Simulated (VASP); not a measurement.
```
P
1.0
    1.65500    -5.24000     0.00000
    1.65500     5.24000     0.00000
    0.00000     0.00000     4.38000
P
4
Direct
  0.10170   0.89830   0.91940
  0.39830   0.60170   0.41940
  0.60170   0.39830   0.58060
  0.89830   0.10170   0.08060
```

The base run (VASP): PBE GGA, plane waves, VASP's PBE PAW potentials (set 64). Numerical set-up: 400 eV cut-off, 8×8×6 Γ-centred mesh, Gaussian smearing of 0.050 eV, potentials P.

One setting is varied; ΔE counts from the base run. The base run took about 20 core-seconds. Costs are core time on shared hosts, one run each; read them as rough ratios.

Pressures at a finite cut-off, here 400 eV, hold a Pulay part, which wasn't tested here.

```tsv
setting	cost over the base run	electronic steps	ΔE (meV/atom)	pressure (GPa)
base run	reference	12	0.0	1.95
SYMPREC = 1E-3	within a factor of 2	12	0.0	1.95
ISYM = 1	within a factor of 2	12	0.0	1.95
ISYM = 0	about 2 times	12	0.0	1.95
ISYM = -1	[?]	12	0.0	1.95
```

**Question.** Complete the blanks.

**Answer.** 
- ISYM = -1, cost over the base run: about 4 times

Left out are runs that failed, have no time on record or changed the cell.

The compound is P in the black structure. The cell was not relaxed at this level.
